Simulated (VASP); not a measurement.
## SnTeS4: relaxation of cell and atoms with PBE

The system is SnTeS4.

```xyz
6
Lattice="4.5014 0.0000 0.0000 0.0000 4.5014 0.0000 0.0000 0.0000 6.4780" Properties=species:S:1:pos:R:3 pbc="T T T"
Sn    2.2507    2.2507    3.2390
Te    0.0000    0.0000    0.0000
S     2.2507    0.0000    4.7467
S     0.0000    2.2507    1.7313
S     2.2507    0.0000    1.7313
S     0.0000    2.2507    4.7467
```

The cell was built by a generator and needn't be a form met in nature.

* Program: VASP 6.6.1
* Task: relaxation of cell and atoms
* Functional: PBE
* Potentials or basis: VASP PAW PBE potentials, release 64 (Sn_d, Te, S)
* Cutoff: 520 eV
* k mesh: 3 × 3 × 2
* Occupations: gaussian, width 0.15 eV
* Spin: no spin polarisation
* Further INCAR settings: PREC = Normal; ALGO = Fast; EDIFF = 0.0001; IBRION = 2; EDIFFG = -0.08; NSW = 24; ISIF = 3

```json
{
  "Relaxed volume": "23.34 Å³/atom",
  "Relaxed cell": "a = 4.603 Å, b = 4.603 Å, c = 6.612 Å, α = 90.00°, β = 90.00°, γ = 90.00°",
  "Space group after relaxing (to 0.05 Å)": "P4/mmm (No. 123)",
  "Energy gained by relaxing": "62.0 meV/atom",
  "Ionic steps": "8",
  "Pressure after relaxing": "0.0 GPa",
  "Largest force after relaxing": "0.014 eV/Å",
  "Band gap on the k mesh": "none (metal or under the smearing width)"
}
```

Forces in eV/Å, atoms in the order of the input:
```
Sn   0.000  0.000  0.000
Te   0.000  0.000  0.000
S    0.000  0.000 -0.014
S    0.000  0.000  0.014
S    0.000  0.000  0.014
S    0.000  0.000 -0.014
```

Stress tensor (GPa, compression positive):
```
 0.19  0.00  0.00
 0.00  0.19  0.00
 0.00  0.00 -0.31
```

Step by step:
```tsv
step	energy change (eV)	largest force (eV/Å)	pressure (GPa)	volume (Å³)
1	0.0000	1.1500	4.79	131.26
2	-0.2696	0.5104	-2.16	144.08
3	-0.2715	0.5626	-1.42	142.66
4	-0.3453	0.2813	-0.55	140.41
5	-0.3676	0.1130	0.28	138.77
6	-0.3687	0.0373	0.49	138.22
7	-0.3688	0.0614	0.69	138.31
8	-0.3722	0.0137	0.02	140.07
```

Final structure:
```cif
data_structure
_symmetry_space_group_name_H-M 'P 1'
_symmetry_Int_Tables_number 1
_cell_length_a 4.6027
_cell_length_b 4.6027
_cell_length_c 6.6116
_cell_angle_alpha 90.000
_cell_angle_beta 90.000
_cell_angle_gamma 90.000
_cell_volume 140.07
loop_
_atom_site_label
_atom_site_type_symbol
_atom_site_fract_x
_atom_site_fract_y
_atom_site_fract_z
_atom_site_occupancy
Sn1 Sn 0.50000 0.50000 0.50000 1
Te1 Te 0.00000 0.00000 0.00000 1
S1 S 0.50000 0.00000 0.75242 1
S2 S 0.00000 0.50000 0.24758 1
S3 S 0.50000 0.00000 0.24758 1
S4 S 0.00000 0.50000 0.75242 1
```

Levels at points of the mesh, in eV from the Fermi level:
```
           k point  band 20  band 21  band 22  band 23  band 24  band 25
(0.00, 0.00, 0.00)    -1.38    -0.16    -0.16     0.21     0.57     1.14
(0.00, 0.00, 0.50)    -1.07    -1.07    -0.78    -0.78    -0.09     1.91
```

Run time: 35 s on 1 thread of Intel(R) Xeon(R) Platinum 8559C (Emerald Rapids) (shared host), peak memory 0.18 GiB.

Caveat: the k mesh is coarse (spacing up to 0.48 Å⁻¹), so the values aren't converged. Spin-orbit coupling is left out, which matters for the levels of Te.
